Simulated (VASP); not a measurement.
The system is In2Te2O.

```xyz
10
Lattice="-4.5404 12.4054 6.0586 2.2700 -6.1750 2.9718 2.2732 6.1760 -2.9719" Properties=species:S:1:pos:R:3 pbc="T T T"
In   -0.0785    1.7723    0.2306
In   -2.3076    7.9453    3.1757
In   -0.0497   10.7001    0.3717
In   -2.2952   16.7870    3.2838
Te   -0.0969    8.1261    1.3791
Te   -2.1567   14.0577    4.6584
Te    0.1730    4.4952    1.4316
Te   -2.2083   10.6624    4.4776
O     2.2220    6.1427   -1.8710
O    -2.2080    6.1351    4.1317
```

The cell was built by a generator and needn't be a form met in nature.

- Program: VASP 6.6.1
- Task: relaxation of cell and atoms
- Functional: PBE
- Potentials or basis: VASP PAW PBE potentials, release 64 (In_d, Te, O)
- Cutoff: 520 eV
- k mesh: 5 × 5 × 5
- Occupations: gaussian, width 0.05 eV
- Spin: no spin polarisation

At the start: pressure 2.1 GPa; volume 33.75 Å³/atom.

How do energy, volume and symmetry change on relaxing?

Over 42 steps the energy falls by 118.6 meV/atom and the volume is 33.65 Å³/atom (-0.3 %); space group P1 (No. 1, to 0.05 Å).

The path:
```csv
step,energy change (eV),largest force (eV/Å),pressure (GPa),volume (Å³)
1,0.0000,5.9503,2.06,337.49
3,-0.6939,1.3592,-0.83,345.94
5,-0.6990,1.4082,-0.62,345.08
7,-1.0707,0.6682,-0.08,338.29
9,-1.1303,0.4349,-0.08,336.20
11,-1.1580,0.2706,0.14,334.47
13,-1.1671,0.1541,0.06,335.56
15,-1.1744,0.1256,-0.05,337.08
17,-1.1786,0.0847,0.01,336.78
19,-1.1809,0.0806,-0.01,336.70
21,-1.1824,0.0441,0.07,336.46
23,-1.1833,0.0595,-0.03,337.14
25,-1.1843,0.0462,-0.05,337.15
27,-1.1849,0.0428,0.02,336.48
29,-1.1849,0.0437,0.04,336.50
31,-1.1852,0.0538,-0.04,336.43
33,-1.1857,0.0407,0.02,336.45
35,-1.1857,0.0613,0.00,336.47
37,-1.1857,0.0535,0.01,336.47
39,-1.1860,0.0352,0.00,336.64
41,-1.1861,0.0410,-0.04,336.73
42,-1.1863,0.0268,-0.01,336.53
```

Final structure:
```cif
data_structure
_symmetry_space_group_name_H-M 'P 1'
_symmetry_Int_Tables_number 1
_cell_length_a 14.5367
_cell_length_b 7.2515
_cell_length_c 7.2495
_cell_angle_alpha 143.984
_cell_angle_beta 62.486
_cell_angle_gamma 130.769
_cell_volume 336.53
loop_
_atom_site_label
_atom_site_type_symbol
_atom_site_fract_x
_atom_site_fract_y
_atom_site_fract_z
_atom_site_occupancy
In1 In 0.09225 0.04395 0.14625 1
In2 In 0.59016 0.03464 0.14571 1
In3 In 0.44580 0.03838 0.86272 1
In4 In 0.94761 0.03833 0.85447 1
Te1 Te 0.44156 0.23183 0.65092 1
Te2 Te 0.94337 0.23993 0.65106 1
Te3 Te 0.29124 0.23469 0.35553 1
Te4 Te 0.79363 0.23516 0.35042 1
O1 O 0.09915 0.19785 0.99805 1
O2 O 0.59698 0.19573 0.00456 1
```
